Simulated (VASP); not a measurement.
All values below come from PBE GGA, VASP's PBE PAW potentials (set 64) (plane waves; VASP).

VASP input:

File KPOINTS:
```
Automatic mesh
0
gamma
  8 8 6
0 0 0
```

**INCAR**
```
SYSTEM = Se
PREC = Accurate
ENCUT = 400
EDIFF = 1E-8
NELM = 100
ALGO = Normal
LREAL = .FALSE.
LASPH = .TRUE.
ISMEAR = 0
SIGMA = 0.01
GGA = PE
LMAXMIX = 4
LWAVE = .FALSE.
LCHARG = .FALSE.
IBRION = 8
NSW = 1
LEPSILON = .TRUE.
```

**POSCAR**
```
Se
1
    2.2384950013    -3.8771870592     0.0000000000
    2.2384950013     3.8771870592    -0.0000000000
    0.0000000000    -0.0000000000     5.0540670018
Se
3
Direct
  0.0000000000   0.2215888583   0.6666670000
  0.7784111417   0.7784111417   0.0000000000
  0.2215888583   0.0000000000   0.3333330000
```

POTCAR, in this order: Se (PBE.64 set). Program: vasp_std.

The run wrote:

OSZICAR:
```
...
RMM:   6    -0.337039849727E+01    0.11704E-07   -0.12001E-06  1968   0.155E-03
RMM:   7    -0.337039845708E+01    0.40187E-07   -0.20858E-07  1416   0.327E-04
RMM:   8    -0.337039844506E+01    0.12019E-07    0.39072E-08  1079   0.949E-05
RMM:   9    -0.337039843902E+01    0.60405E-08    0.90051E-08   989   0.524E-05
 Linear response to external field, progress :
  Direction:   1
       N       E                     dE             d eps       ncg     rms          rms(c)
RMM:   1    -0.195488150687E+01   -0.19549E+01   -0.11111E+01  6296   0.579E+00
RMM:   2    -0.215492298261E+01   -0.20004E+00   -0.59472E-02  4801   0.132E+00    0.316E+00
RMM:   3    -0.186422490316E+01    0.29070E+00   -0.53724E-01  4780   0.323E+00    0.129E+00
RMM:   4    -0.188427019620E+01   -0.20045E-01   -0.31647E-02  4880   0.963E-01    0.693E-01
RMM:   5    -0.193500101480E+01   -0.50731E-01   -0.15430E-02  4782   0.719E-01    0.159E-01
RMM:   6    -0.195629710889E+01   -0.21296E-01   -0.13693E-03  4960   0.209E-01    0.390E-02
RMM:   7    -0.195866567882E+01   -0.23686E-02   -0.10158E-04  4953   0.611E-02    0.134E-02
RMM:   8    -0.195959645417E+01   -0.93078E-03   -0.75279E-05  4721   0.224E-02    0.289E-03
RMM:   9    -0.195981850220E+01   -0.22205E-03   -0.64129E-05  5324   0.696E-03    0.144E-03
RMM:  10    -0.195989363241E+01   -0.75130E-04    0.78207E-05  5313   0.251E-03    0.344E-04
RMM:  11    -0.195988909339E+01    0.45390E-05    0.25593E-05  5764   0.570E-04    0.205E-04
RMM:  12    -0.195989770231E+01   -0.86089E-05    0.20148E-05  5589   0.390E-04    0.238E-05
RMM:  13    -0.195989698979E+01    0.71251E-06    0.38030E-05  5501   0.158E-04    0.118E-05
RMM:  14    -0.195989692418E+01    0.65613E-07    0.37663E-05  4753   0.145E-04    0.462E-06
 Linear response to external field, progress :
  Direction:   2
       N       E                     dE             d eps       ncg     rms          rms(c)
RMM:   1    -0.195033252953E+01   -0.19503E+01   -0.11066E+01 10789   0.579E+00
RMM:   2    -0.215486427061E+01   -0.20453E+00   -0.60837E-02  8256   0.133E+00    0.316E+00
RMM:   3    -0.186415709794E+01    0.29071E+00   -0.53642E-01  8223   0.323E+00    0.129E+00
RMM:   4    -0.188437474632E+01   -0.20218E-01   -0.32488E-02  8394   0.963E-01    0.694E-01
RMM:   5    -0.193511911599E+01   -0.50744E-01   -0.15685E-02  8232   0.720E-01    0.159E-01
RMM:   6    -0.195639654238E+01   -0.21277E-01   -0.40470E-04  8575   0.209E-01    0.390E-02
RMM:   7    -0.195873708614E+01   -0.23405E-02   -0.35251E-04  8528   0.611E-02    0.133E-02
RMM:   8    -0.195964476542E+01   -0.90768E-03   -0.36995E-04  8277   0.223E-02    0.277E-03
RMM:   9    -0.195984377752E+01   -0.19901E-03   -0.21575E-04  9148   0.661E-03    0.139E-03
RMM:  10    -0.195992668620E+01   -0.82909E-04   -0.19198E-04  9145   0.260E-03    0.314E-04
RMM:  11    -0.195990816338E+01    0.18523E-04   -0.11678E-04 10186   0.593E-04    0.200E-04
RMM:  12    -0.195991574436E+01   -0.75810E-05   -0.74191E-05  9833   0.422E-04    0.282E-05
RMM:  13    -0.195991431753E+01    0.14268E-05   -0.52664E-05 10129   0.199E-04    0.120E-05
RMM:  14    -0.195991644695E+01   -0.21294E-05   -0.99421E-05  8662   0.182E-04    0.458E-06
 Linear response to external field, progress :
  Direction:   3
       N       E                     dE             d eps       ncg     rms          rms(c)
RMM:   1    -0.314451017177E+01   -0.31445E+01   -0.20163E+01  3691   0.692E+00
RMM:   2    -0.336672815556E+01   -0.22222E+00   -0.10048E-01  2844   0.155E+00    0.305E+00
RMM:   3    -0.322094433099E+01    0.14578E+00   -0.14608E-01  2849   0.218E+00    0.154E+00
RMM:   4    -0.331787829842E+01   -0.96934E-01   -0.11161E-01  2842   0.199E+00    0.262E-01
RMM:   5    -0.335740424859E+01   -0.39526E-01   -0.35652E-03  2922   0.437E-01    0.452E-02
RMM:   6    -0.335874948033E+01   -0.13452E-02   -0.68708E-05  2863   0.557E-02    0.296E-02
RMM:   7    -0.336173066818E+01   -0.29812E-02   -0.56464E-05  2876   0.553E-02    0.355E-03
RMM:   8    -0.336194073407E+01   -0.21007E-03   -0.16635E-05  3083   0.673E-03    0.188E-03
RMM:   9    -0.336199131550E+01   -0.50581E-04   -0.69623E-06  2833   0.434E-03    0.308E-04
RMM:  10    -0.336197256432E+01    0.18751E-04   -0.44294E-06  3174   0.870E-04    0.138E-04
RMM:  11    -0.336197941883E+01   -0.68545E-05   -0.11418E-06  2886   0.332E-04    0.359E-05
RMM:  12    -0.336197797478E+01    0.14440E-05   -0.28588E-07  2420   0.103E-04    0.172E-05
RMM:  13    -0.336197701709E+01    0.95769E-06   -0.24424E-07  1312   0.551E-05    0.447E-06
 Linear response DOF=           2
 Linear response progress:
  Degree of freedom:   1/  2
       N       E                     dE             d eps       ncg     rms          rms(c)
RMM:   1    -0.858257375116E-01   -0.85826E-01    0.37673E-02 11264   0.176E+00
RMM:   2    -0.833268861130E-01    0.24989E-02   -0.32933E-03  7806   0.360E-01    0.982E-02
RMM:   3    -0.831821305752E-01    0.14476E-03   -0.13584E-04  8277   0.642E-02    0.568E-02
RMM:   4    -0.831585256208E-01    0.23605E-04   -0.68385E-05  8310   0.510E-02    0.112E-02
RMM:   5    -0.831843334710E-01   -0.25808E-04   -0.24472E-06  8746   0.873E-03    0.432E-03
RMM:   6    -0.832027472286E-01   -0.18414E-04   -0.19887E-06  8333   0.475E-03    0.835E-04
RMM:   7    -0.832024860166E-01    0.26121E-06    0.26616E-06  8696   0.116E-03    0.353E-04
RMM:   8    -0.832019186787E-01    0.56734E-06    0.60863E-07  8307   0.669E-04    0.934E-05
RMM:   9    -0.832020403775E-01   -0.12170E-06   -0.69158E-09  8580   0.180E-04    0.329E-05
RMM:  10    -0.832020513302E-01   -0.10953E-07    0.13741E-07  9083   0.925E-05    0.105E-05
RMM:  11    -0.832020717060E-01   -0.20376E-07    0.11079E-08 11049   0.323E-05    0.272E-06
RMM:  12    -0.832020837441E-01   -0.12038E-07   -0.73012E-08 11824   0.174E-05    0.125E-06
RMM:  13    -0.832020834314E-01    0.31272E-09   -0.53361E-08 11643   0.157E-05    0.357E-07
 Linear response progress:
  Degree of freedom:   2/  2
       N       E                     dE             d eps       ncg     rms          rms(c)
RMM:   1    -0.915066024163E-01   -0.91507E-01    0.41351E-02 11947   0.182E+00
RMM:   2    -0.865903992128E-01    0.49162E-02   -0.44423E-03  7773   0.429E-01    0.137E-01
RMM:   3    -0.865106513252E-01    0.79748E-04   -0.27659E-04  8269   0.843E-02    0.758E-02
RMM:   4    -0.865326085308E-01   -0.21957E-04   -0.22341E-05  8442   0.331E-02    0.334E-02
RMM:   5    -0.865601509508E-01   -0.27542E-04   -0.56989E-06  8362   0.213E-02    0.482E-03
RMM:   6    -0.865426507765E-01    0.17500E-04   -0.18294E-06  8477   0.613E-03    0.107E-03
RMM:   7    -0.865443250940E-01   -0.16743E-05   -0.61486E-06  8680   0.164E-03    0.388E-04
RMM:   8    -0.865473321198E-01   -0.30070E-05   -0.30065E-06  8385   0.815E-04    0.103E-04
RMM:   9    -0.865470237125E-01    0.30841E-06   -0.19894E-06  8781   0.232E-04    0.406E-05
RMM:  10    -0.865472107239E-01   -0.18701E-06   -0.25831E-06  9263   0.111E-04    0.141E-05
RMM:  11    -0.865472501096E-01   -0.39386E-07   -0.22224E-06 11519   0.476E-05    0.282E-06
RMM:  12    -0.865472494811E-01    0.62849E-09   -0.18504E-06 12032   0.296E-05    0.163E-06
RMM:  13    -0.865472507064E-01   -0.12253E-08   -0.18628E-06 11779   0.279E-05    0.299E-07
RMM:  14    -0.865472495917E-01    0.11148E-08   -0.18773E-06 11069   0.263E-05    0.189E-07
RMM:  15    -0.865472501908E-01   -0.59912E-09   -0.18645E-06 10436   0.263E-05    0.821E-08
 Linear response finished
```

**OUTCAR**
```
------------------------ aborting loop because EDIFF is reached ----------------------------------------

 HEAD OF MICROSCOPIC STATIC DIELECTRIC TENSOR (INDEPENDENT PARTICLE, excluding Hartree and local field effects)
 ------------------------------------------------------
           9.897760     0.000000     0.000000
           0.000000     9.897760     0.000000
           0.000000     0.000000    14.903795
 ------------------------------------------------------

 MACROSCOPIC STATIC DIELECTRIC TENSOR (including local field effects in DFT)
 ------------------------------------------------------
           8.533190     0.000000     0.000000
           0.000000     8.533190    -0.000000
           0.000000     0.000000    13.899776
 ------------------------------------------------------

 PIEZOELECTRIC TENSOR (including local field effects)  for field in x, y, z        (e  Angst)
          XX          YY          ZZ          XY          YZ          ZX
  --------------------------------------------------------------------------------
  x     1.70693    -1.70693     0.00000     0.00000     0.04379     0.00000
  y     0.00000     0.00000     0.00000    -1.70693     0.00000    -0.04379
  z     0.00000     0.00000     0.00000    -0.00000     0.00000     0.00000

 PIEZOELECTRIC TENSOR (including local field effects)  for field in x, y, z        (C/m^2)
          XX          YY          ZZ          XY          YZ          ZX
  --------------------------------------------------------------------------------
  x     0.31173    -0.31173     0.00000     0.00000     0.00800     0.00000
  y     0.00000     0.00000     0.00000    -0.31173     0.00000    -0.00800
  z     0.00000     0.00000     0.00000    -0.00000     0.00000     0.00000

 BORN EFFECTIVE CHARGES (including local field effects) (in |e|, cummulative output)
 ---------------------------------------------------------------------------------
 ion    1
    1    -0.35880     0.62145    -0.32923
    2     0.62145     0.35880     0.19008
    3    -0.64694     0.37351    -0.00000
 ion    2
    1     0.71759     0.00000     0.00000
    2     0.00000    -0.71759    -0.38016
    3     0.00000    -0.74702    -0.00000
 ion    3
    1    -0.35880    -0.62145     0.32923
    2    -0.62145     0.35880     0.19008
    3     0.64694     0.37351    -0.00000

   1 f  =    6.816373 THz    42.828534 2PiTHz  227.369726 cm-1    28.190240 meV
             X         Y         Z           dx          dy          dz
      0.496026  0.859141  3.369380    -0.288675   -0.500000    0.000000
      3.484939  0.000000  0.000000     0.577350    0.000000   -0.000000
      0.496026 -0.859141  1.684687    -0.288675    0.500000   -0.000000

   2 f  =    6.505923 THz    40.877922 2PiTHz  217.014243 cm-1    26.906325 meV
             X         Y         Z           dx          dy          dz
      0.496026  0.859141  3.369380    -0.114985    0.227481    0.612899
      3.484939  0.000000  0.000000     0.254215   -0.014345    0.041216
      0.496026 -0.859141  1.684687    -0.139813   -0.213168   -0.654116

   3 f  =    6.505923 THz    40.877922 2PiTHz  217.014243 cm-1    26.906325 meV
             X         Y         Z           dx          dy          dz
      0.496026  0.859141  3.369380     0.227503    0.114596   -0.401450
      3.484939  0.000000  0.000000    -0.014323   -0.254603    0.731511
      0.496026 -0.859141  1.684687    -0.213147    0.139424   -0.330061

   4 f  =    3.846622 THz    24.169041 2PiTHz  128.309511 cm-1    15.908345 meV
             X         Y         Z           dx          dy          dz
      0.496026  0.859141  3.369380    -0.254457    0.451929   -0.309749
      3.484939  0.000000  0.000000     0.516852   -0.006644   -0.004611
      0.496026 -0.859141  1.684687    -0.265938   -0.445331    0.314360

   5 f  =    3.846622 THz    24.169041 2PiTHz  128.309511 cm-1    15.908345 meV
             X         Y         Z           dx          dy          dz
      0.496026  0.859141  3.369380     0.451959    0.252095    0.184158
      3.484939  0.000000  0.000000    -0.006613   -0.519214   -0.360330
      0.496026 -0.859141  1.684687    -0.445301    0.263576    0.176172

   6 f  =    2.695465 THz    16.936106 2PiTHz   89.911035 cm-1    11.147543 meV
             X         Y         Z           dx          dy          dz
      0.496026  0.859141  3.369380    -0.500000    0.288675    0.000112
      3.484939  0.000000  0.000000    -0.000000   -0.577350    0.000112
      0.496026 -0.859141  1.684687     0.500000    0.288675    0.000112

   7 f/i=    0.000523 THz     0.003285 2PiTHz    0.017441 cm-1     0.002162 meV
             X         Y         Z           dx          dy          dz
      0.496026  0.859141  3.369380    -0.000097    0.000056   -0.577350
      3.484939  0.000000  0.000000    -0.000000   -0.000112   -0.577350
      0.496026 -0.859141  1.684687     0.000097    0.000056   -0.577350

   8 f/i=    0.008169 THz     0.051329 2PiTHz    0.272499 cm-1     0.033786 meV
             X         Y         Z           dx          dy          dz
      0.496026  0.859141  3.369380     0.000474   -0.577918   -0.000246
      3.484939  0.000000  0.000000     0.001470   -0.576201    0.000490
      0.496026 -0.859141  1.684687     0.002458   -0.577923   -0.000244

   9 f/i=    0.008169 THz     0.051329 2PiTHz    0.272499 cm-1     0.033786 meV
             X         Y         Z           dx          dy          dz
      0.496026  0.859141  3.369380    -0.576777   -0.002461    0.000424
      3.484939  0.000000  0.000000    -0.578493   -0.001465    0.000001
      0.496026 -0.859141  1.684687    -0.576772   -0.000477   -0.000425

 MACROSCOPIC STATIC DIELECTRIC TENSOR IONIC CONTRIBUTION
 ------------------------------------------------------
           0.755286    -0.000000    -0.000000
          -0.000000     0.755286    -0.000000
           0.000000    -0.000000     1.471070
 ------------------------------------------------------

 ELASTIC MODULI CONTR FROM IONIC RELAXATION (kBar)
 Direction    XX          YY          ZZ          XY          YZ          ZX
 --------------------------------------------------------------------------------
 XX        -385.9305   -212.7442   -353.2643     -0.0000    125.0702     -0.0000
...
```
(Selected blocks of OUTCAR.)

**OUTCAR**
```
 val. band max:        1.9900327702   @ k =   0.5000   0.0000   0.5000

 cond. band min:       3.0860734056   @ k =   0.3750   0.2500   0.5000


 Fermi energy:         2.0828006417

 k-point     1 :       0.0000    0.0000    0.0000
  band No.  band energies     occupation
      1     -13.4122      2.00000
      2      -9.5902      2.00000
      3      -9.5902      2.00000
      4      -1.7101      2.00000
      5      -1.7100      2.00000
      6      -1.4609      2.00000
      7       0.1444      2.00000
      8       0.1444      2.00000
      9       1.6672      2.00000
     10       3.8622      0.00000
     11       3.8622      0.00000
     12       4.2404      0.00000
     13       7.9585      0.00000

 k-point     2 :       0.1250    0.0000    0.0000
  band No.  band energies     occupation
      1     -13.3615      2.00000
      2      -9.6373      2.00000
      3      -9.5870      2.00000
      4      -2.0686      2.00000
      5      -1.8699      2.00000
      6      -1.3495      2.00000
      7       0.1458      2.00000
      8       0.3600      2.00000
      9       1.5635      2.00000
     10       3.8012      0.00000
     11       3.8666      0.00000
     12       4.3803      0.00000
     13       8.0367      0.00000

 k-point     3 :       0.2500    0.0000    0.0000
  band No.  band energies     occupation
      1     -13.2302      2.00000
      2      -9.7668      2.00000
      3      -9.5789      2.00000
      4      -2.5076      2.00000
      5      -2.1408      2.00000
      6      -1.3278      2.00000
      7       0.0851      2.00000
      8       0.4336      2.00000
      9       1.3142      2.00000
     10       3.8962      0.00000
     11       3.9974      0.00000
     12       4.7850      0.00000
     13       8.1540      0.00000

 k-point     4 :       0.3750    0.0000    0.0000
  band No.  band energies     occupation
      1     -13.0837      2.00000
      2      -9.9217      2.00000
      3      -9.5704      2.00000
...
```

The dielectric response may not be converged in the k-mesh; for small gaps it tends to come out too large. Tensors are in the Cartesian frame of the cell as typed. Without a dispersion term in the relaxation, distances and binding between the weakly bound layers, chains or molecules are unreliable, and so is what depends on them.

The compound is Se in the trig structure. It was relaxed first, which changed the volume by +7 %.
